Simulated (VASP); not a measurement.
All values below come from r2SCAN meta-GGA, VASP's PBE PAW potentials (set 64) (plane waves; VASP).

A VASP calculation is set up with these files.

### KPOINTS
```
Regular mesh
0
Gamma
 7 7 6
0 0 0
```

### POSCAR
```
TiAl
1
    4.6104824296     0.0000000000     0.0000000000
   -2.3052412148     3.9927951445     0.0000000000
    0.0000000000    -0.0000000000     5.1300891369
Ti Al
2 2
Direct
  0.3333330000   0.6666670000   0.9374831363
  0.6666670000   0.3333330000   0.4374831363
  0.3333330000   0.6666670000   0.4375168637
  0.6666670000   0.3333330000   0.9375168637
```

**INCAR**
```
ALGO = Normal
EDIFF = 1E-6
EDIFFG = -0.02
ENCUT = 400
IBRION = 2
ISIF = 3
ISMEAR = 1
LASPH = .TRUE.
LCHARG = .FALSE.
LMAXMIX = 4
LMIXTAU = .TRUE.
LREAL = .FALSE.
LWAVE = .FALSE.
METAGGA = R2SCAN
NELM = 100
NSW = 60
PREC = Accurate
SIGMA = 0.1
SYSTEM = TiAl
```

POTCAR, in this order: Ti_sv Al (PBE.64 set). Program: vasp_std.

Estimate the energy per atom (σ→0), band gap (on the k-mesh).

| Property | Result |
|---|---|
| energy per atom (σ→0) | -9019 meV/atom |
| band gap (on the k-mesh) | none (metal, semimetal or under 0.01 eV) |

File OSZICAR:
```
...
DAV:  13    -0.360717977657E+02    0.31210E-03   -0.30664E-03  1541   0.479E-01    0.361E-02
DAV:  14    -0.360724886227E+02   -0.69086E-03   -0.14772E-03  1408   0.416E-01    0.227E-02
DAV:  15    -0.360725555344E+02   -0.66912E-04   -0.38690E-04  1378   0.228E-01    0.568E-03
DAV:  16    -0.360725704743E+02   -0.14940E-04   -0.61815E-05  1684   0.817E-02    0.552E-03
DAV:  17    -0.360725632136E+02    0.72607E-05   -0.30394E-05  1378   0.670E-02    0.325E-03
DAV:  18    -0.360725688407E+02   -0.56272E-05   -0.63444E-06  1493   0.303E-02    0.196E-03
DAV:  19    -0.360725693325E+02   -0.49173E-06   -0.60213E-07   845   0.789E-03
   1 F= -.36072569E+02 E0= -.36074229E+02  d E =-.360726E+02
```

The structure was generated: TiAl was put into the wurtzite type (P6_3mc), which need not be its known phase. It was relaxed first, which changed the volume by -31 %. The relaxed cell has space group P6_3/mmc. The start is the result of an earlier pass.
